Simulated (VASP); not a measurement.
A run of VASP 6.6.1 is set up as follows.

The input INCAR:

```
PREC = Accurate
ENCUT = 520
EDIFF = 1E-6
ISMEAR = 0
SIGMA = 0.02
LREAL = F
LASPH = T
NELM = 60
ALGO = Normal
ISIF = 2
LWAVE = F
LCHARG = F
MAGMOM = 0 0 0 0 0 0
LORBIT = 11
LSORBIT = T
GGA_COMPAT = F
GGA = PE
```

The input KPOINTS:

```
Automatic mesh
0
Gamma
  10 10 10
```

POSCAR

```
GaAs                                    
1.0
    0.0000000000      2.8252346959      2.8252346959
    2.8252346959      0.0000000000      2.8252346959
    2.8252346959      2.8252346959      0.0000000000
  Ga              As            
     1     1
Direct
     1.0000000000000000    0.0000000000000000    1.0000000000000000
     0.2500000000000000    0.2500000000000000    0.2500000000000000
```

Contents of KPOINTS_OPT:

```
path GXWKGLUWLK,UX
20
line-mode
reciprocal
 0.0000000000  0.0000000000  0.0000000000  G
 0.5000000000  0.0000000000  0.5000000000  X

 0.5000000000  0.0000000000  0.5000000000  X
 0.5000000000  0.2500000000  0.7500000000  W

 0.5000000000  0.2500000000  0.7500000000  W
 0.3750000000  0.3750000000  0.7500000000  K

 0.3750000000  0.3750000000  0.7500000000  K
 0.0000000000  0.0000000000  0.0000000000  G

 0.0000000000  0.0000000000  0.0000000000  G
 0.5000000000  0.5000000000  0.5000000000  L

 0.5000000000  0.5000000000  0.5000000000  L
 0.6250000000  0.2500000000  0.6250000000  U

 0.6250000000  0.2500000000  0.6250000000  U
 0.5000000000  0.2500000000  0.7500000000  W

 0.5000000000  0.2500000000  0.7500000000  W
 0.5000000000  0.5000000000  0.5000000000  L

 0.5000000000  0.5000000000  0.5000000000  L
 0.3750000000  0.3750000000  0.7500000000  K

 0.6250000000  0.2500000000  0.6250000000  U
 0.5000000000  0.0000000000  0.5000000000  X
```

Potentials or basis: VASP PAW PBE potentials, release 64 (Ga_d, As).

The run is started by

```sh
$ cat potpaw_PBE.64/Ga_d/POTCAR potpaw_PBE.64/As/POTCAR > POTCAR
$ mpirun -np 1 vasp_ncl > vasp.out
```

Question: Estimate the net moment.

Answer: 0.00 μB per cell.

Question: Estimate the pressure.

Answer: 3.6 GPa.

Moments on the atoms (μB; x, y, z):
```
Ga  0.00 0.00 0.00
As  0.00 0.00 0.00
```
